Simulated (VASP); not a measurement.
**BN (relaxed from the rocksalt structure, space group Fm-3m): computed properties**

Computed with r2SCAN meta-GGA, VASP's PBE PAW potentials (set 64) (plane waves; VASP).

```json
{
 "space_group": "Fm-3m (225)",
 "cell": "a = b = c = 3.4929 Å, α = β = γ = 90.00°",
 "volume_per_atom": "5.33 Å^3/atom",
 "band gap (over mesh and band path)": "1.32 eV",
 "smallest direct gap (over mesh and band path)": "6.51 eV",
 "band_edge_character": "indirect, K-Γ at 0.56 to X",
 "density": "3.87 g/cm³"
}
```

```cif
data_B4N4
_chemical_formula_sum 'N4 B4'
_space_group_name_H-M_alt 'Fm-3m'
_space_group_IT_number 225
_space_group_name_Hall '-F 4 2 3'
_cell_length_a 3.49286
_cell_length_b 3.49286
_cell_length_c 3.49286
_cell_angle_alpha 90.000
_cell_angle_beta 90.000
_cell_angle_gamma 90.000
loop_
_atom_site_label
_atom_site_type_symbol
_atom_site_symmetry_multiplicity
_atom_site_Wyckoff_symbol
_atom_site_fract_x
_atom_site_fract_y
_atom_site_fract_z
_atom_site_occupancy
N1 N 4 a 0.00000 0.00000 0.00000 1
B1 B 4 b 0.50000 0.50000 0.50000 1
```
(The calculation used a cell of 2 atoms; values per cell refer to that cell.)

The structure was generated: BN was put into the rocksalt type (Fm-3m), which need not be its known phase. It was relaxed first. Symmetry was kept, so distortions that lower it aren't found.
